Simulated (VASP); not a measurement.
VASP input:

POSCAR:
```
Mo
1.0
 -1.5750000000   1.5750000000   1.5750000000
  1.5750000000  -1.5750000000   1.5750000000
  1.5750000000   1.5750000000  -1.5750000000
Mo
1
Cartesian
  0.0000000000   0.0000000000   0.0000000000
```

### KPOINTS
```
Automatic mesh
0
Gamma
15 15 15
0 0 0
```

**INCAR**
```
! general
SYSTEM  = Mo
PREC    = Accurate
ENCUT   = 520
LREAL   = F
LASPH   = T

! electronic loop
EDIFF   = 1E-6
NELM    = 100
ALGO    = Normal
LMAXMIX = 4

! smearing
ISMEAR  = 1
SIGMA   = 0.1

! functional
GGA     = RP

! ions
IBRION  = 2
NSW     = 60
ISIF    = 3
EDIFFG  = -0.01

! output
LWAVE   = F
LCHARG  = F
```

POTCAR, in this order: Mo_sv (PBE.64 set). Program: vasp_std.

### Question
Write an equivalent input for Quantum ESPRESSO's pw.x.

### Answer
One equivalent input (not run):
```
&CONTROL
  calculation = 'vc-relax'
  pseudo_dir = './pseudo'
  outdir = './out'
  tprnfor = .true.
  tstress = .true.
  nstep = 60
  forc_conv_thr = 0.00039
/
&SYSTEM
  ibrav = 0
  nat = 1
  ntyp = 1
  ecutwfc = 80
  occupations = 'smearing'
  smearing = 'methfessel-paxton'
  degauss = 0.00735
  input_dft = 'rpbe'
/
&ELECTRONS
  conv_thr = 7.3e-08
  electron_maxstep = 100
/
&IONS
/
&CELL
/
ATOMIC_SPECIES
  Mo 95.950 Mo.upf
CELL_PARAMETERS angstrom
    -1.5750000    1.5750000    1.5750000
     1.5750000   -1.5750000    1.5750000
     1.5750000    1.5750000   -1.5750000
ATOMIC_POSITIONS crystal
  Mo   0.0000000  0.0000000  0.0000000
K_POINTS automatic
  15 15 15 0 0 0
```
The two are equivalent in intent, not identical: the potentials are each code's own (VASP's PAW set, PseudoDojo norm-conserving files in pw.x), so ENCUT and ecutwfc are chosen apart and not converted; conv_thr bounds pw.x's estimated SCF error, while EDIFF bounds the energy change between steps; forc_conv_thr acts on force components and is met together with etot_conv_thr.

The compound is Mo in the bcc structure. This run relaxes it. Symmetry was kept, so distortions that lower it aren't found.
